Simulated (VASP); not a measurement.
Input:

```yaml
crystal:
  lattice:
    - [2.84786, 0.00000, 0.00000]
    - [0.00000, 2.84786, 0.00000]
    - [0.00000, 0.00000, 4.09489]
  atoms:
    - { symbol: Ti, position: [0.00000, 0.00000, 0.00000] }
    - { symbol: Al, position: [0.50000, 0.50000, 0.50000] }
```

The numbers are results of RPBE GGA, VASP's PBE PAW potentials (set 64) (plane waves; VASP), not measurements. Run with 520 eV cut-off, Gaussian smearing of 0.050 eV, potentials Ti_sv Al.

Task: What does the run give for the band gap (along the path) with the smallest direct gap where there is one?

Result: 
```yaml
band gap (along the path): none (metal, semimetal or under 0.01 eV)
```

Total energies compare only between runs with the same potentials, cut-off and functional.

The compound is TiAl in the L1_0 structure. It was relaxed first. The electron count is odd and the run is not spin-polarised, which forces a metal.
